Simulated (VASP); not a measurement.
Crystal: Ca.

```
Ca
1.0
     0.00000    2.79420    2.79420
     2.79420    0.00000    2.79420
     2.79420    2.79420    0.00000
Ca
1
Cartesian
  0.0000 0.0000 0.0000
```

```yaml
Program: VASP 6.6.1
Task: relaxation of cell and atoms
Functional: LDA
Potentials_or_basis: VASP PAW LDA potentials, release 64 (Ca_sv)
Cutoff: 600 eV
k_mesh: 12 × 12 × 12
Occupations: methfessel-paxton, width 0.1 eV
Spin: no spin polarisation
```

At the start: pressure -2.1 GPa; volume 43.63 Å³/atom.

Where does the relaxation end?

Over 4 steps the energy falls by 40.5 meV/atom and the volume is 37.95 Å³/atom (-13.0 %); space group Fm-3m (No. 225, to 0.05 Å).

Step by step:
| step | energy change (eV) | largest force (eV/Å) | pressure (GPa) | volume (Å³) |
| --- | --- | --- | --- | --- |
| 1 | 0.0000 | 0.0000 | -2.11 | 43.63 |
| 2 | -0.0341 | 0.0000 | -0.93 | 40.10 |
| 3 | -0.0405 | 0.0000 | -0.08 | 38.13 |
| 4 | -0.0405 | 0.0000 | 0.01 | 37.95 |

Final structure:
```cif
data_structure
_symmetry_space_group_name_H-M 'P 1'
_symmetry_Int_Tables_number 1
_cell_length_a 3.7721
_cell_length_b 3.7721
_cell_length_c 3.7721
_cell_angle_alpha 60.000
_cell_angle_beta 60.000
_cell_angle_gamma 60.000
_cell_volume 37.95
loop_
_atom_site_label
_atom_site_type_symbol
_atom_site_fract_x
_atom_site_fract_y
_atom_site_fract_z
_atom_site_occupancy
Ca1 Ca 0.00000 0.00000 0.00000 1
```

Caveat: the volume moved by -13 % from the deposited cell, more than functionals usually miss.
